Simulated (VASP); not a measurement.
```yaml
crystal:
  lattice:
    - [0.00000, 2.50891, 2.50891]
    - [2.50891, 0.00000, 2.50891]
    - [2.50891, 2.50891, 0.00000]
  atoms:
    - { symbol: Gd, position: [0.00000, 0.00000, 0.00000] }
    - { symbol: N, position: [0.50000, 0.50000, 0.50000] }
```

All values below come from RPBE GGA, VASP's PBE PAW potentials (set 64) (plane waves; VASP). Run with 520 eV cut-off, Gaussian smearing of 0.050 eV, potentials Gd_3 N.

The 4f electrons are frozen in the core of the lanthanide potential, so 4f levels, which can set the real gap, and their magnetism are missing.

**Question.** What does the run give for the band gap (along the path) with the smallest direct gap where there is one?

**Answer.** 
| Item | Value |
|---|---|
| band gap (along the path) | 0.07 eV |
| smallest direct gap (along the path) | 0.35 eV |

The compound is GdN in the rock salt structure. It was relaxed first.
